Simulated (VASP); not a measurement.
Output of a VASP run:

### OUTCAR
```
 ion  position               nearest neighbor table
   1  0.000  0.000  0.500-   3 3.62   4 3.62   4 3.62   3 3.62   4 3.62   3 3.62
   2  0.000  0.000  0.000-   3 3.62   4 3.62   4 3.62   3 3.62   4 3.62   3 3.62
   3  0.333  0.667  0.250-   1 3.62   2 3.62   1 3.62   2 3.62   1 3.62   2 3.62
   4  0.667  0.333  0.750-   1 3.62   2 3.62   1 3.62   2 3.62   1 3.62   2 3.62
  LATTYP: Found a hexagonal cell.
 ALAT       =     3.6767852808
 C/A-ratio  =     3.1910305116
 Subroutine PRICEL returns:
 Original cell was already a primitive cell.
 Subroutine GETGRP returns: Found 24 space group operations
The static configuration has the point symmetry D_3d.
 The point group associated with its full space group is D_6h.
The dynamic configuration has the point symmetry D_3d.
 Subroutine INISYM returns: Found 24 space group operations
 Subroutine IBZKPT returns following result:
 Found     32 irreducible k-points:

 Following reciprocal coordinates:
            Coordinates               Weight
  0.000000  0.000000  0.000000      1.000000
  0.090909  0.000000  0.000000      6.000000
  0.181818  0.000000  0.000000      6.000000
  0.272727  0.000000  0.000000      6.000000
  0.363636  0.000000  0.000000      6.000000
  0.454545  0.000000  0.000000      6.000000
  0.090909  0.090909  0.000000      6.000000
  0.181818  0.090909  0.000000     12.000000
  0.272727  0.090909  0.000000     12.000000
  0.363636  0.090909  0.000000     12.000000
  0.454545  0.090909  0.000000      6.000000
  0.181818  0.181818  0.000000      6.000000
  0.272727  0.181818  0.000000     12.000000
  0.363636  0.181818  0.000000     12.000000
  0.272727  0.272727  0.000000      6.000000
  0.363636  0.272727  0.000000      6.000000
  0.000000  0.000000  0.333333      2.000000
  0.090909  0.000000  0.333333     12.000000
  0.181818  0.000000  0.333333     12.000000
  0.272727  0.000000  0.333333     12.000000
  0.363636  0.000000  0.333333     12.000000
  0.454545  0.000000  0.333333     12.000000
  0.090909  0.090909  0.333333     12.000000
  0.181818  0.090909  0.333333     24.000000
  0.272727  0.090909  0.333333     24.000000
  0.363636  0.090909  0.333333     24.000000
  0.454545  0.090909  0.333333     12.000000
  0.181818  0.181818  0.333333     12.000000
  0.272727  0.181818  0.333333     24.000000
  0.363636  0.181818  0.333333     24.000000
  0.272727  0.272727  0.333333     12.000000
  0.363636  0.272727  0.333333     12.000000
   k-points           NKPTS =     32   k-points in BZ     NKDIM =     32   number of bands    NBANDS=     26
   number of dos      NEDOS =    601   number of ions     NIONS =      4
   total plane-waves  NPLWV =  70560
   dimension x,y,z NGX =    28 NGY =   28 NGZ =   90
   dimension x,y,z NGXF=    56 NGYF=   56 NGZF=  180
   ions per type =               4
   PREC   = accura    normal or accurate (medium, high low for compatibility)
   ISTART =      0    job   : 0-new  1-cont  2-samecut
   ICHARG =      2    charge: 1-file 2-atom 10-const
   ISPIN  =      1    spin polarized calculation?
   LNONCOLLINEAR =      F non collinear calculations
   LSORBIT =      F    spin-orbit coupling
   INIWAV =      1    electr: 0-lowe 1-rand  2-diag
   ENCUT  =  520.0 eV  38.22 Ry    6.18 a.u.   6.84  6.84 21.82*2*pi/ulx,y,z
   NELM   =    100;   NELMIN=  2; NELMDL= -5     # of ELM steps
   EDIFF  = 0.1E-06   stopping-criterion for ELM
   LREAL  =      F    real-space projection
   NLSPLINE    = F    spline interpolate recip. space projectors
   LMAXMIX     =    6 max onsite mixed and CHGCAR
   VOSKOWN=      0    Vosko Wilk Nusair interpolation
   EDIFFG = 0.1E-05   stopping-criterion for IOM
   NSW    =      0    number of steps for IOM
   NBLOCK =      1;   KBLOCK =      1    inner block; outer block
   IBRION =     -1    ionic relax: 0-MD 1-quasi-New 2-CG
   NFREE  =      0    steps in history (QN), initial steepest desc. (CG)
   ISIF   =      2    stress and relaxation
   ISYM   =      2    0-nonsym 1-usesym 2-fastsym
   TEIN   =    0.0    initial temperature
...
```

OSZICAR:
```
       N       E                     dE             d eps       ncg     rms          rms(c)
DAV:   1     0.570278071118E+03    0.57028E+03   -0.15095E+04  1680   0.235E+03
DAV:   2     0.120281359027E+03   -0.45000E+03   -0.44441E+03  2504   0.463E+02
DAV:   3    -0.194525188363E+01   -0.12223E+03   -0.12121E+03  3066   0.285E+02
DAV:   4    -0.170987863580E+02   -0.15154E+02   -0.14957E+02  3072   0.102E+02
DAV:   5    -0.192132313359E+02   -0.21144E+01   -0.20507E+01  3232   0.339E+01    0.543E+00
DAV:   6    -0.194334625877E+02   -0.22023E+00   -0.27295E+00  3200   0.126E+01    0.278E+00
DAV:   7    -0.194538498059E+02   -0.20387E-01   -0.38079E-01  3144   0.456E+00    0.654E-01
DAV:   8    -0.194623596303E+02   -0.85098E-02   -0.47794E-02  3264   0.164E+00    0.223E-01
DAV:   9    -0.194638895513E+02   -0.15299E-02   -0.58683E-03  3216   0.528E-01    0.186E-01
DAV:  10    -0.194655633495E+02   -0.16738E-02   -0.80830E-03  2776   0.639E-01    0.501E-02
DAV:  11    -0.194655332007E+02    0.30149E-04   -0.33344E-04  3128   0.228E-01    0.418E-02
DAV:  12    -0.194655520421E+02   -0.18841E-04   -0.57384E-05  3112   0.721E-02    0.192E-02
DAV:  13    -0.194655548810E+02   -0.28388E-05   -0.80209E-06  3056   0.457E-02    0.809E-03
DAV:  14    -0.194655443663E+02    0.10515E-04   -0.10830E-06  2832   0.254E-02    0.441E-03
DAV:  15    -0.194655463152E+02   -0.19489E-05    0.15881E-06  1888   0.952E-03    0.106E-03
DAV:  16    -0.194655470460E+02   -0.73084E-06    0.59233E-07  1624   0.674E-03    0.758E-04
DAV:  17    -0.194655475226E+02   -0.47657E-06    0.14623E-07  1520   0.622E-03    0.147E-04
DAV:  18    -0.194655476841E+02   -0.16148E-06    0.16999E-08  1384   0.556E-03    0.174E-04
DAV:  19    -0.194655476690E+02    0.15048E-07   -0.16147E-08  1336   0.455E-03
   1 F= -.20936968E+02 E0= -.20936968E+02  d E =0.000000E+00
```

OUTCAR:
```
------------------------ aborting loop because EDIFF is reached ----------------------------------------
 Edisp (eV)   -1.47142
  FORCE on cell =-STRESS in cart. coord.  units (eV):
  Direction    XX          YY          ZZ          XY          YZ          ZX
  --------------------------------------------------------------------------------------
  Total       0.21057     0.21057    -0.11630     0.00000     0.00000    -0.00000
  in kB       2.45602     2.45602    -1.35651     0.00000     0.00000    -0.00000
  external pressure =        1.19 kB  Pullay stress =        0.00 kB
  volume of cell :      137.36
      direct lattice vectors                 reciprocal lattice vectors
     1.838392549 -3.184189510  0.000000000     0.271976733 -0.157025830  0.000000000
     1.838392549  3.184189510  0.000000000     0.271976733  0.157025830  0.000000000
     0.000000000  0.000000000 11.732734016     0.000000000  0.000000000  0.085231626
 POSITION                                       TOTAL-FORCE (eV/Angst)
 -----------------------------------------------------------------------------------
      0.00000      0.00000      5.86637         0.000000      0.000000     -0.000000
      0.00000      0.00000      0.00000        -0.000000      0.000000     -0.000000
      1.83839      1.06140      2.93318        -0.000000     -0.000000      0.000000
      1.83839     -1.06140      8.79955        -0.000000      0.000000      0.000000
 -----------------------------------------------------------------------------------
    total drift:                                0.000000      0.000000      0.000000
  FREE ENERGIE OF THE ION-ELECTRON SYSTEM (eV)
  ---------------------------------------------------
  free  energy   TOTEN  =       -20.9369683364 eV

  energy  without entropy=      -20.9369683364  energy(sigma->0) =      -20.93696834

 total charge

# of ion       s       p       d       f       tot
--------------------------------------------------
    1        2.067   5.539   0.959   0.100   8.666
    2        2.067   5.539   0.959   0.100   8.666
    3        2.071   5.546   0.949   0.092   8.658
    4        2.071   5.546   0.949   0.092   8.658
--------------------------------------------------
tot          8.276  22.171   3.816   0.385  34.648

 Electric field gradients after diagonalization (V/A^2)
 (convention: |V_zz| > |V_xx| > |V_yy|)
----------------------------------------------------------------------
 ion       V_xx      V_yy      V_zz     asymmetry (V_yy - V_xx)/ V_zz
----------------------------------------------------------------------
   1     -15.270   -15.269    30.539       0.000
   2     -15.270   -15.269    30.539       0.000
   3     -21.710   -21.708    43.418       0.000
   4     -21.710   -21.708    43.418       0.000
```
(Selected blocks of OUTCAR.)

**POSCAR**
```
La
1
    1.8383925491    -3.1841895101     0.0000000000
    1.8383925491     3.1841895101     0.0000000000
    0.0000000000     0.0000000000    11.7327340156
La
4
Direct
  0.0000000000   0.0000000000   0.5000000000
  0.0000000000   0.0000000000   0.0000000000
  0.3333330000   0.6666670000   0.2500000000
  0.6666670000   0.3333330000   0.7500000000
```

Question: Write an INCAR and KPOINTS that could have produced this output.

Answer: This is not unique; one that fits is the input of the run itself, PBE GGA with D3 dispersion (zero damping), plane waves, VASP's PBE PAW potentials (set 64).

**INCAR**
```
SYSTEM=La
PREC=Accurate; ENCUT=520; LREAL=.False.
LASPH=.True.
EDIFF=1E-7; NELM=100; ALGO=Normal
LMAXMIX=6
ISMEAR=-5
GGA=PE; IVDW=11
ISIF=2
LWAVE=.False.; LCHARG=.True.; LORBIT=11
NEDOS=601
LEFG=.True.
```

KPOINTS:
```
Regular mesh
0
G
11 11 3
```

POTCAR, in this order: La (PBE.64 set). Program: vasp_std.

For a metal the tetrahedron method with Blöchl corrections gives inexact stress and forces.

The compound is La in the dhcp structure. It was relaxed first, which changed the volume by -8 %.
